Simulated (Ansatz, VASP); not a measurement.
TaSeF in VASP and in Ansatz

```xyz
3
Lattice="3.6698 0.0000 0.0000 0.0000 3.6698 0.0000 0.0000 0.0000 4.1453" Properties=species:S:1:pos:R:3 pbc="T T T"
Ta    0.0000    0.0000    2.0727
Se    1.8349    1.8349    2.0727
F     0.0000    0.0000    0.0000
```

The cell was built by a generator and needn't be a form met in nature.

Alike in both runs: task band structure; functional PBE; k mesh 5 × 5 × 5; occupations fermi-dirac, width 0.05 eV; spin-orbit coupling, no magnetisation.

|  | VASP | Ansatz |
| --- | --- | --- |
| version | VASP 6.6.1 | Ansatz 0.2.0 |
| potentials or method | VASP PAW PBE potentials, release 64 (Ta_pv, Se, F) | Ansatz PAW |
| plane-wave cutoff (eV) | 520 | 420 |
| valence electrons in the cell | 24 | 36 |

VASP gave:

```
gap on the k mesh at the Fermi level (eV)       : none
pressure (GPa)                                  : 0.7
largest component of the traceless stress (GPa) : 0.71
```

**Question.** Which values does Ansatz return?

**Answer.** gap on the k mesh at the Fermi level (eV): none; pressure (GPa): 0.2; largest component of the traceless stress (GPa): 0.60.

A gap of «none» marks a metal or a gap that the smearing closes. The two sets of potentials don't hold the same shells in valence.
